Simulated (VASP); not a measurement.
# Ga8CN7 (a cell with a defect) in VASP: relaxation of the atoms with PBE

Aim: the relaxation of the atoms of Ga8CN7 (a cell with a defect) with PBE.

Program: VASP 6.6.1. These are calculated values, not measurements. Logs are shortened: lines on timing, memory, paths and dates and some standing lists are left out, and cuts for length are marked.

## Step 1: Starting point

The cell holds a defect, 16 atoms: a = 5.244 Å, b = 6.435 Å, c = 6.435 Å, α = 120.00°, β = 90.00°, γ = 90.00°.

## Step 2: Relaxation of the atoms, PBE, collinear spin, ferromagnetic start

INCAR reads:

```
SYSTEM = Ga8CN7
ALGO = Normal
AMIX = 0.2
AMIX_MAG = 0.8
BMIX = 1E-4
BMIX_MAG = 1E-4
EDIFF = 1E-6
EDIFFG = -0.025
ENCUT = 450
GGA = PE
IBRION = 2
ICORELEVEL = 1
ISIF = 2
ISMEAR = 0
ISPIN = 2
ISYM = 0
LASPH = .True.
LCHARG = .False.
LORBIT = 11
LREAL = Auto
LWAVE = .False.
MAGMOM = 0.2 0 0 0 0.2 0.2 0 0.2 0.2 0 0 0 0 0 0 0
NELM = 150
NSW = 70
PREC = Normal
SIGMA = 0.01
```

KPOINTS reads:

```
k-points
0
Gamma
  3 3 3
  0 0 0
```

POSCAR reads:

```
Ga8CN7
1.0
    0.0000000000      0.0000000000      5.2440550000
   -3.2177240000     -5.5732640000      0.0000000000
    6.4354500000      0.0000000000      0.0000000000
Ga C N
8 1 7
Direct
    0.9896737700      0.1781349100      0.8606624300
    0.9991860000      0.1666665000      0.3333330000
    0.9991860000      0.6666665000      0.8333330000
    0.9991860000      0.6666665000      0.3333330000
    0.4911658600      0.3351077800      0.1742523800
    0.4777210900      0.3272214600      0.6748643400
    0.4991860000      0.8333335000      0.1666670000
    0.5082457700      0.8452557000      0.6857633900
    0.3670784500      0.1734883600      0.8240987900
    0.3758140000      0.1666665000      0.3333330000
    0.3758140000      0.6666665000      0.8333330000
    0.3758140000      0.6666665000      0.3333330000
    0.8758140000      0.3333335000      0.1666670000
    0.8758140000      0.3333335000      0.6666670000
    0.8758140000      0.8333335000      0.1666670000
    0.8758140000      0.8333335000      0.6666670000
```

Potentials or basis: VASP PAW PBE potentials, release 64 (Ga_d, C, N).

Started as:

```
$ cat potpaw_PBE.64/Ga_d/POTCAR potpaw_PBE.64/C/POTCAR potpaw_PBE.64/N/POTCAR > POTCAR
$ mpirun -np 4 vasp_std > vasp.out
```

OUTCAR:

```text
SYSTEM = Ga8CN7
   AMIX = 0.2
   AMIX_MAG = 0.8
   EDIFF = 1E-6
   EDIFFG = -0.025
   ENCUT = 450
   GGA = PE
   IBRION = 2
   ISIF = 2
   ISMEAR = 0
   ISPIN = 2
   ISYM = 0
   LASPH = .True.
   LORBIT = 11
   LREAL = Auto
   NELM = 150
   NSW = 70
   PREC = Normal

 ion  position               nearest neighbor table
   1  0.990  0.178  0.861-  13 1.81   9 1.99  16 2.02  14 2.04
   2  0.999  0.167  0.333-  13 1.97  15 1.97  14 1.97  10 1.98
   3  0.999  0.667  0.833-  16 1.97  14 1.97  15 1.97  11 1.98
   4  0.999  0.667  0.333-  15 1.97  13 1.97  16 1.97  12 1.98
   5  0.491  0.335  0.174-  10 1.92  12 1.94  13 2.02   9 2.06
   6  0.478  0.327  0.675-   9 1.79  11 1.97  10 1.98  14 2.09
[... 8 lines left out ...]
  15  0.876  0.833  0.167-   4 1.97   2 1.97   3 1.97   7 1.98
  16  0.876  0.833  0.667-   8 1.93   3 1.97   4 1.97   1 2.02

IMPORTANT INFORMATION: All symmetrisations will be switched off!
NOSYMM: (Re-)initialisation of all symmetry stuff for point group C_1.

----------------------------------------------------------------------------------------

                                     Primitive cell

  volume of cell :     188.0857

  direct lattice vectors                    reciprocal lattice vectors
     0.000000000  0.000000000  5.244055000     0.000000000  0.000000000  0.190692127
    -3.217724000 -5.573264000  0.000000000     0.000000000 -0.179428069  0.000000000
     6.435450000  0.000000000  0.000000000     0.155389289 -0.089714007  0.000000000

  length of vectors
     5.244055000  6.435450206  6.435450000     0.190692127  0.179428069  0.179428075

  position of ions in fractional coordinates (direct lattice)
     0.989673770  0.178134910  0.860662430
     0.999186000  0.166666500  0.333333000
     0.999186000  0.666666500  0.833333000
     0.999186000  0.666666500  0.333333000
     0.491165860  0.335107780  0.174252380
     0.477721090  0.327221460  0.674864340
[... 8 lines left out ...]
     0.875814000  0.833333500  0.166667000
     0.875814000  0.833333500  0.666667000

  ion indices of the primitive-cell ions
   primitive index   ion index
                 1           1
                 2           2
                 3           3
                 4           4
                 5           5
                 6           6
[... 8 lines left out ...]
                15          15
                16          16

----------------------------------------------------------------------------------------

 KPOINTS: k-points

Automatic generation of k-mesh.
 Grid dimensions read from file:
 generate k-points for:    3    3    3

 Generating k-lattice:

  Cartesian coordinates                     Fractional coordinates (reciprocal lattice)
     0.000000000  0.000000000  0.063564042     0.333333333  0.000000000  0.000000000
     0.000000000 -0.059809356  0.000000000     0.000000000  0.333333333  0.000000000
     0.051796430 -0.029904669  0.000000000     0.000000000 -0.000000000  0.333333333

  Length of vectors
     0.063564042  0.059809356  0.059809358

  Shift w.r.t. Gamma in fractional coordinates (k-lattice)
     0.000000000  0.000000000  0.000000000

 Subroutine IBZKPT returns following result:
 ===========================================

 Found     14 irreducible k-points:

 Following reciprocal coordinates:
            Coordinates               Weight
  0.000000  0.000000  0.000000      1.000000
  0.333333  0.000000  0.000000      2.000000
  0.000000  0.333333  0.000000      2.000000
  0.000000 -0.000000  0.333333      2.000000
  0.000000 -0.333333  0.333333      2.000000
  0.333333  0.333333  0.000000      2.000000
  0.333333 -0.000000  0.333333      2.000000
  0.333333 -0.333333  0.333333      2.000000
  0.333333 -0.333333  0.000000      2.000000
  0.333333  0.000000 -0.333333      2.000000
  0.333333  0.333333 -0.333333      2.000000
  0.000000  0.333333  0.333333      2.000000
  0.333333  0.333333  0.333333      2.000000
  0.333333 -0.333333 -0.333333      2.000000
   k-points           NKPTS =     14   k-points in BZ     NKDIM =     14   number of bands    NBANDS=     88
   number of dos      NEDOS =    301   number of ions     NIONS =     16
   total plane-waves  NPLWV =  36288
   dimension x,y,z NGX =    28 NGY =   36 NGZ =   36
   dimension x,y,z NGXF=    56 NGYF=   72 NGZF=   72
   ions per type =               8   1   7
   NGX,Y,Z   is equivalent  to a cutoff of   8.88,  9.30,  9.30 a.u.
   NGXF,Y,Z  is equivalent  to a cutoff of  17.75, 18.60, 18.60 a.u.
 SYSTEM =  Ga8CN7
[... 24 lines left out ...]
   ISMEAR =     0;   SIGMA  =   0.01  broadening in eV -4-tet -1-fermi 0-gaus
   EFERMI_NEDOS =   21; number of points for ismear=-14 and -15
   IALGO  =     38    algorithm
   IMIX   =      4    mixing-type and parameters
     AMIX     =   0.20;   BMIX     =  0.00
     AMIX_MAG =   0.80;   BMIX_MAG =  0.00
  volume/ion in A,a.u.               =      11.76        79.33
  Fermi-wavevector in a.u.,A,eV,Ry     =   1.494175  2.823582 30.375825  2.232560
  Thomas-Fermi vector in A             =   2.606482
   LORBIT       =     11    0 simple, 1 ext, 2 COOP (PROOUT), +10 PAW based schemes
   GGA     = PE    functional components
   LHFCALC =     F    Hartree Fock is set to
   AEXX    =    0.0000 exact exchange contribution
   IVDW    =     0    specifies the selected vdW correction
   LEPSILON=     F    determine dielectric tensor
   LRPA    =     F    only Hartree local field effects (RPA)
 conjugate gradient relaxation of ions
 spin polarized calculation
 Gauss-broadening in eV      SIGMA  =   0.01
  energy-cutoff  :      450.00
  volume of cell :      188.09
 maximum number of plane-waves:      4098
   NGX = 19   NGY = 23   NGZ = 23

--------------------------------------- Ionic step        1  -------------------------------------------

 number of electron     143.0000244 magnetization       0.1851853

 Free energy of the ion-electron system (eV)
  ---------------------------------------------------
  ext. energy  EPLUGINS =         0.00000000
  ---------------------------------------------------
  free energy    TOTEN  =       -94.17622752 eV

  energy without entropy =      -94.17601422  energy(sigma->0) =      -94.17612087

------------------------ aborting loop because EDIFF is reached ----------------------------------------

  FORCE on cell =-STRESS in cart. coord.  units (eV):
  Direction    XX          YY          ZZ          XY          YZ          ZX
  --------------------------------------------------------------------------------------
  -------------------------------------------------------------------------------------
  Total        5.9967914      1.9652838      2.3254190      2.3287087      0.3064451     -3.1567107
  in kB       51.0826889     16.7409495     19.8087023     19.8367253      2.6104029    -26.8899254
  external PRESSURE =      29.2107802 kB  Pullay stress =       0.0000000 kB
[... 133 lines left out ...]
  FREE ENERGIE OF THE ION-ELECTRON SYSTEM (eV)
  ---------------------------------------------------
  free  energy   TOTEN  =       -94.7824745414 eV

  energy  without entropy=      -94.7820912262  energy(sigma->0) =      -94.78228288

[... ionic steps 4 to 10 ...]

--------------------------------------- Ionic step       11  -------------------------------------------

 number of electron     143.0000271 magnetization      -0.0367415

------------------------ aborting loop because EDIFF is reached ----------------------------------------
[... 95 lines left out ...]
--------------------------------------- Ionic step       13  -------------------------------------------

 number of electron     143.0000280 magnetization      -0.0367517

 Free energy of the ion-electron system (eV)
  ---------------------------------------------------
  ext. energy  EPLUGINS =         0.00000000
  ---------------------------------------------------
  free energy    TOTEN  =       -94.86977555 eV

  energy without entropy =      -94.86938118  energy(sigma->0) =      -94.86957837

 the core state eigenenergies are
   1-  1s -10217.2337  2s  -1250.6488  2p  -1087.1058  3s   -136.8782  3p    -87.6204

   2-  1s -10217.3981  2s  -1250.7964  2p  -1087.2536  3s   -137.0913  3p    -87.8366

   3-  1s -10217.3978  2s  -1250.7961  2p  -1087.2533  3s   -137.0909  3p    -87.8362
[... 11 lines left out ...]
   9-  1s   -258.6993
  10-  1s   -370.4888
  11-  1s   -370.4886
  12-  1s   -370.4884
  13-  1s   -370.3428
  14-  1s   -370.3429
  15-  1s   -370.4152
  16-  1s   -370.3425

 E-fermi :   5.0272     XC(G=0): -11.5327

 val. band max:        5.0209607150   @ k =   0.0000  -0.0000   0.3333
 cond. band min:       5.2103257710   @ k =   0.0000   0.0000   0.0000
 fundamental gap:      0.1893650560
 Fermi energy:         5.0272355284

 spin component 1

 k-point     1 :       0.0000    0.0000    0.0000
  band No.  band energies     occupation
      1     -10.7066      1.00000
      2      -9.9744      1.00000
      3      -9.9742      1.00000
      4      -9.9566      1.00000
      5      -9.9075      1.00000
      6      -9.8081      1.00000
[... 255 lines left out ...]
     80      11.4725      0.00000
     81      11.6611      0.00000

 Fermi energy:         5.0272355284

 spin component 2

 k-point     1 :       0.0000    0.0000    0.0000
  band No.  band energies     occupation
      1     -10.7099      1.00000
      2      -9.9771      1.00000
      3      -9.9769      1.00000
      4      -9.9595      1.00000
      5      -9.9093      1.00000
      6      -9.8110      1.00000
[... 1193 lines left out ...]
     82      12.1989      0.00000
     83      12.3041      0.00000
 [bands above 83 left out]

------------------------ aborting loop because EDIFF is reached ----------------------------------------

  FORCE on cell =-STRESS in cart. coord.  units (eV):
  Direction    XX          YY          ZZ          XY          YZ          ZX
  --------------------------------------------------------------------------------------
  -------------------------------------------------------------------------------------
  Total        1.0387867      0.9946498      3.7169133     -0.0101701     -0.0005558      0.0020307
  in kB        8.8487346      8.4727624     31.6619197     -0.0866320     -0.0047341      0.0172982
  external PRESSURE =      16.3278056 kB  Pullay stress =       0.0000000 kB
[... 31 lines left out ...]
  FREE ENERGIE OF THE ION-ELECTRON SYSTEM (eV)
  ---------------------------------------------------
  free  energy   TOTEN  =       -94.8697755475 eV

  energy  without entropy=      -94.8693811845  energy(sigma->0) =      -94.86957837

 reached required accuracy - stopping structural energy minimisation

 total charge

# of ion       s       p       d       tot
------------------------------------------
    1        0.807   0.891  10.141  11.839
    2        0.783   0.869  10.163  11.815
    3        0.783   0.869  10.163  11.815
    4        0.783   0.869  10.163  11.815
    5        0.812   0.899  10.148  11.859
    6        0.812   0.899  10.148  11.858
[... 8 lines left out ...]
   15        1.231   2.484   0.000   3.714
   16        1.235   2.481   0.000   3.715
--------------------------------------------------
tot         15.881  25.933  81.232 123.046

 magnetization (x)

# of ion       s       p       d       tot
------------------------------------------
    1       -0.000  -0.001  -0.001  -0.002
    2        0.000  -0.000  -0.000  -0.000
    3        0.000  -0.000  -0.000  -0.000
    4        0.000  -0.000  -0.000  -0.000
    5        0.000  -0.000  -0.001  -0.001
    6        0.000  -0.000  -0.001  -0.001
[... 8 lines left out ...]
   15       -0.000  -0.001   0.000  -0.001
   16       -0.000  -0.004   0.000  -0.004
--------------------------------------------------
tot          0.000  -0.025  -0.004  -0.029
```

Run time: 7.8 min. Hardware: 4 MPI ranks of Intel Xeon Platinum 8488C (Sapphire Rapids), shared host; peak memory 0.19 GiB.

Results:

```yaml
Free_energy: -94.8698 eV
Energy_gained_by_relaxing: 43.3 meV/atom
Ionic_steps: 13
Largest_force_after_relaxing: 0.018 eV/Å
Band_gap_on_the_k_mesh: none (metal or under the smearing width)
Net_moment: -0.04 μB per cell
Valence_electrons_inside_the_program's_atomic_spheres: Ga 11.84, 11.81, 11.86, 11.80; C 2.40; N 3.71, 3.72
```

Forces on the atoms (eV/Å):
```
Ga   0.002  0.007 -0.007
Ga   0.008 -0.009 -0.002
Ga   0.001 -0.003 -0.006
Ga  -0.008  0.003  0.005
Ga  -0.007  0.006 -0.006
Ga  -0.003 -0.012 -0.004
Ga   0.014 -0.004  0.000
Ga   0.011  0.002  0.008
C   -0.011  0.014  0.005
N   -0.001 -0.010  0.008
N    0.011 -0.003  0.006
N   -0.005  0.008 -0.003
N   -0.008  0.007 -0.001
N   -0.003 -0.008 -0.007
N    0.004 -0.009  0.001
N   -0.005  0.010  0.002
```

Step by step:
```csv
step,energy change (eV),largest force (eV/Å),pressure (GPa)
1,0.0000,3.5832,2.92
2,-0.4950,1.6141,2.05
3,-0.6062,0.8563,1.75
4,-0.6764,0.2693,1.61
5,-0.6767,0.2519,1.61
6,-0.6862,0.1138,1.61
7,-0.6874,0.1564,1.62
8,-0.6913,0.0643,1.62
9,-0.6921,0.0602,1.62
10,-0.6921,0.0675,1.63
11,-0.6931,0.0337,1.63
12,-0.6932,0.0353,1.63
13,-0.6935,0.0183,1.63
```

Final structure:
```
Ga C N
1.0
     0.00000    0.00000    5.24406
    -3.21772   -5.57326    0.00000
     6.43545    0.00000    0.00000
Ga C N
8 1 7
Direct
  0.99526 0.16876 0.83715
  0.99769 0.16808 0.33643
  0.99774 0.66779 0.83590
  0.99761 0.66847 0.33725
  0.49896 0.33512 0.17015
  0.49894 0.33427 0.66991
  0.49759 0.83451 0.16925
  0.49866 0.83584 0.67025
  0.36862 0.16884 0.83731
  0.37338 0.16739 0.33617
  0.37342 0.66816 0.83640
  0.37346 0.66887 0.33661
  0.87200 0.33730 0.17456
  0.87202 0.33658 0.66770
  0.87418 0.83445 0.16954
  0.87180 0.83144 0.66839
```

Core levels (eV, on the scale of the bands):
| atom | levels |
| --- | --- |
| 1 Ga | 1s -10217.2, 2s -1250.6, 2p -1087.1, 3s -136.9, 3p -87.6 |
| 2 Ga | 1s -10217.4, 2s -1250.8, 2p -1087.3, 3s -137.1, 3p -87.8 |
| 3 Ga | 1s -10217.4, 2s -1250.8, 2p -1087.3, 3s -137.1, 3p -87.8 |
| 4 Ga | 1s -10217.4, 2s -1250.8, 2p -1087.3, 3s -137.1, 3p -87.8 |
| 5 Ga | 1s -10217.3, 2s -1250.7, 2p -1087.2, 3s -137.0, 3p -87.7 |
| 6 Ga | 1s -10217.3, 2s -1250.7, 2p -1087.2, 3s -137.0, 3p -87.7 |

Caveat: the k mesh is coarse (spacing up to 0.40 Å⁻¹), so the values aren't converged; the cutoff is under 1.25 times the usual one of these potentials, so pressure, stress and relaxed cells hold a basis-set (Pulay) error.
